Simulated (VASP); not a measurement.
# InSb: energy against volume

InSb (zinc blende, F-43m, 36.475 Å³/atom and stress up to 0.04 GPa in the relaxed cell, cube axes along x, y and z) under an equal strain ε along all three axes. PBE in VASP (plane waves, PAW), 480 eV, 8×8×8 Γ-centred mesh, Methfessel-Paxton smearing 0.10 eV; ions are relaxed, or left where forces stay under 0.02 eV/Å, within the symmetry of each cell. Against the start cell, which lies near the measured one, the relaxed cell differs by 7.2 % in volume; the values below rest on it.

Here V stands for volume and E for E less E0.

| volume (Å³/atom) | E less E0 (meV/atom) | pressure (GPa) |
|---|---|---|
| 33.2899 | ? | ? |
| 34.3301 | 17.10 | 2.64 |
| 34.8583 | 9.57 | 1.91 |
| 35.3918 | 4.29 | 1.24 |
| 35.9308 | 1.14 | 0.61 |
| 36.4752 | 0.00 | 0.04 |
| 37.0250 | 0.75 | -0.50 |
| 37.5804 | 3.30 | -0.99 |
| 38.1413 | 7.53 | -1.45 |
| 38.7077 | 13.34 | -1.86 |

Taking the third-order Birch-Murnaghan form, a cubic in V^(-2/3) for E over the 9 complete rows: With u = V^(-2/3) - 0.0910, the rows have u = 0.0036709, 0.0027121, 0.0017680, 0.0008379, -0.0000782, -0.0009805, -0.0018696, -0.0027456, -0.0036087. Least squares gives E = 0.022 + 370.5·u + 1145858·u² + 5630150·u³. Residuals (row less fit): -0.002, 0.003, 0.000, 0.000, 0.000, -0.005, 0.002, 0.004, -0.003; standard error 0.003 (degrees of freedom: 5). Its minimum lies at u = -0.0001619, so V0 = (0.0908381)^(-3/2) = 36.53. There d²E/du² = 2286000 and d³E/du³ = 3.378e7, so B0 = (4/9) × 36.53^(-7/3) × 2286000 × 0.160218 = 36.8 GPa (the last factor turns the table's units into GPa), and B0' = 4 + (2/3) × 0.0908381 × (3.378e7)/2286000 = 4.9. B0' rests on the cubic coefficient alone and has a standard error of 0.1 from these residuals.

Question: Predict the withheld E at V = 33.2899 from the fit, and compare with the calculation.

Answer: u = 0.0056329, so E = 0.022 + 370.5 × 0.0056329 + 1145858 × 0.0056329² + 5630150 × 0.0056329³ = 39.473 meV/atom. The calculation gives 39.44 meV/atom, 0.033 meV/atom below the prediction (0.1 % of the range of E in the table). The row lies outside the fitted rows, so this is an extrapolation. The scatter of the fitted rows lies at the last printed digit.

This level leaves no gap over 0.05 eV at strain -3.00, -2.00, -1.50, -1.00, -0.50, 0.00, 0.50, 1.00, 1.50, 2.00 %. Spin-orbit coupling is left out, which can shift these values for the heavy elements here. Other structures, which can take over under pressure, weren't tried. The same form fitted to the pressure column gives B0' = 4.9; series where the two differ by over 0.4 aren't shown. Rows are the converged runs of the series near zero and its far end, less any whose ions stayed unrelaxed beside relaxed ones; series whose fitted rows scatter by over a few per cent of the range, as at a crossing or softening among them, aren't shown in this form.
